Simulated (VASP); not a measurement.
**HfGe (relaxed from the WC structure, space group P-6m2): computed properties**

Computed with r2SCAN meta-GGA, VASP's PBE PAW potentials (set 64) (plane waves; VASP).

```yaml
space_group: P-6m2 (187)
cell: a = 4.053 Å, b = 4.053 Å, c = 2.994 Å, α = 90.00°, β = 90.00°, γ = 120.00°
volume_per_atom: 21.30 Å^3/atom
band gap (over mesh and band path): none (metal, semimetal or under 0.01 eV)
density: 9.79 g/cm³
```

```cif
data_GeHf
_chemical_formula_sum 'Hf1 Ge1'
_space_group_name_H-M_alt 'P-6m2'
_space_group_IT_number 187
_space_group_name_Hall 'P -6 2'
_cell_length_a 4.05331
_cell_length_b 4.05331
_cell_length_c 2.99422
_cell_angle_alpha 90.000
_cell_angle_beta 90.000
_cell_angle_gamma 120.000
loop_
_atom_site_label
_atom_site_type_symbol
_atom_site_symmetry_multiplicity
_atom_site_Wyckoff_symbol
_atom_site_fract_x
_atom_site_fract_y
_atom_site_fract_z
_atom_site_occupancy
Hf1 Hf 1 a 0.00000 0.00000 0.00000 1
Ge1 Ge 1 f 0.66667 0.33333 0.50000 1
```

Unless said otherwise, spin-orbit coupling is left out, though it shifts the bands of the heavy elements here.

The structure was generated: HfGe was put into the WC type (P-6m2), which need not be its known phase. It was relaxed first. Symmetry was kept, so distortions that lower it aren't found.
